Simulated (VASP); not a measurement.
```yaml
crystal:
  lattice:
    - [4.38275, 0.00000, 0.00000]
    - [0.00000, 4.38275, 0.00000]
    - [0.00000, 0.00000, 8.76929]
  atoms:
    - { symbol: Tb, position: [0.00000, 0.50000, 0.72963] }
    - { symbol: Tb, position: [0.50000, 0.00000, 0.27037] }
    - { symbol: Te, position: [0.00000, 0.00000, 0.00000] }
    - { symbol: Te, position: [0.50000, 0.50000, 0.00000] }
    - { symbol: Te, position: [0.00000, 0.50000, 0.37132] }
    - { symbol: Te, position: [0.50000, 0.00000, 0.62868] }
```

Level of theory: PBEsol GGA, VASP's PBE PAW potentials (set 64) (plane waves; VASP). Settings: 400 eV cut-off, Gaussian smearing of 0.050 eV, potentials Tb_3 Te.

The 4f electrons are frozen in the core of the lanthanide potential, so 4f levels, which can set the real gap, and their magnetism are missing.

Problem. Give the energies of bands 11 to 24 at the high-symmetry points, in eV from the Fermi level.

Solution. 
```json
[
 {"band": "11", "Γ": "-5.36", "X": "-5.32", "M": "-6.66", "Z": "-5.49", "R": "-4.75", "A": "-6.81"},
 {"band": "12", "Γ": "-5.05", "X": "-5.32", "M": "-6.66", "Z": "-5.05", "R": "-4.75", "A": "-6.81"},
 {"band": "13", "Γ": "-5.05", "X": "-3.25", "M": "-4.37", "Z": "-5.05", "R": "-3.96", "A": "-4.46"},
 {"band": "14", "Γ": "-3.81", "X": "-3.25", "M": "-4.37", "Z": "-2.91", "R": "-3.96", "A": "-4.46"},
 {"band": "15", "Γ": "-2.65", "X": "-2.81", "M": "-3.82", "Z": "-2.67", "R": "-3.36", "A": "-3.56"},
 {"band": "16", "Γ": "-2.65", "X": "-2.81", "M": "-3.82", "Z": "-2.67", "R": "-3.36", "A": "-3.56"},
 {"band": "17", "Γ": "-2.56", "X": "-2.46", "M": "-3.04", "Z": "-2.63", "R": "-2.76", "A": "-2.50"},
 {"band": "18", "Γ": "-0.99", "X": "-2.46", "M": "-3.04", "Z": "-2.18", "R": "-2.76", "A": "-2.50"},
 {"band": "19", "Γ": "-0.99", "X": "-2.41", "M": "-1.91", "Z": "-0.90", "R": "-2.19", "A": "-2.22"},
 {"band": "20", "Γ": "-0.69", "X": "-2.41", "M": "-1.91", "Z": "-0.90", "R": "-2.19", "A": "-2.22"},
 {"band": "21", "Γ": "-0.30", "X": "-2.06", "M": "2.22", "Z": "0.17", "R": "-0.91", "A": "1.39"},
 {"band": "22", "Γ": "0.42", "X": "-2.06", "M": "2.23", "Z": "0.70", "R": "-0.91", "A": "1.39"},
 {"band": "23", "Γ": "0.55", "X": "1.69", "M": "2.24", "Z": "0.70", "R": "1.63", "A": "2.24"},
 {"band": "24", "Γ": "0.55", "X": "1.69", "M": "2.24", "Z": "1.55", "R": "1.63", "A": "2.25"}
]
```

It has no gap at this level: it comes out as a metal or semimetal.

The structure comes from a computed database's TbTe2 entry (P4/nmm); how it stands against other phases isn't given here. It was relaxed first.
